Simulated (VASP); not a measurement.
Here is the system:

```
CdZnSe2
1.0
    4.19574     0.00000     0.00000
    0.00000     4.19574     0.00000
    0.00000     0.00000     6.01280
Zn Cd Se
1 1 2
Direct
  0.50000   0.50000   0.50000
  0.00000   0.00000   0.00000
  0.00000   0.50000   0.72636
  0.50000   0.00000   0.27364
```

Calculation: modified Becke-Johnson potential (mBJ) with spin-orbit coupling, VASP's PBE PAW potentials (set 64) (plane waves; VASP 6.6.1). Run with 400 eV cut-off, 4×4×4 Γ-centred mesh, Gaussian smearing of 0.050 eV, potentials Zn Cd Se.

mBJ is a potential without an energy functional, so only the levels count.

Problem. Give the energies of bands 27 to 40 at the high-symmetry points, in eV from the valence-band maximum.

Solution. 
| band | Γ | X | M | Z | R | A |
|---|---|---|---|---|---|---|
| 27 | -1.93 | -3.14 | -3.53 | -2.39 | -4.05 | -3.27 |
| 28 | -1.93 | -3.14 | -3.53 | -2.39 | -4.05 | -3.27 |
| 29 | -1.77 | -2.23 | -1.97 | -1.39 | -1.07 | -2.36 |
| 30 | -1.77 | -2.23 | -1.97 | -1.39 | -1.07 | -2.36 |
| 31 | -0.38 | -1.83 | -1.85 | -1.27 | -0.87 | -2.16 |
| 32 | -0.38 | -1.83 | -1.85 | -1.27 | -0.87 | -2.16 |
| 33 | -0.07 | -1.03 | -1.76 | -0.86 | -0.76 | -2.07 |
| 34 | -0.07 | -1.03 | -1.76 | -0.86 | -0.76 | -2.07 |
| 35 | 0.00 | -0.61 | -1.67 | -0.74 | -0.54 | -2.06 |
| 36 | 0.00 | -0.61 | -1.67 | -0.74 | -0.54 | -2.06 |
| 37 | 2.01 | 4.50 | 3.97 | 4.17 | 3.37 | 5.52 |
| 38 | 2.01 | 4.50 | 3.97 | 4.17 | 3.37 | 5.52 |
| 39 | 4.10 | 4.83 | 4.01 | 4.44 | 3.39 | 5.95 |
| 40 | 4.10 | 4.83 | 4.01 | 4.44 | 3.39 | 5.95 |

The gap is direct, 2.01 eV, from the valence maximum at Γ to the conduction minimum at Γ.

The structure comes from a computed database's ZnCdSe2 entry (P-4m2); how it stands against other phases isn't given here. It was relaxed first. The cell's shape comes from a PBE relaxation.
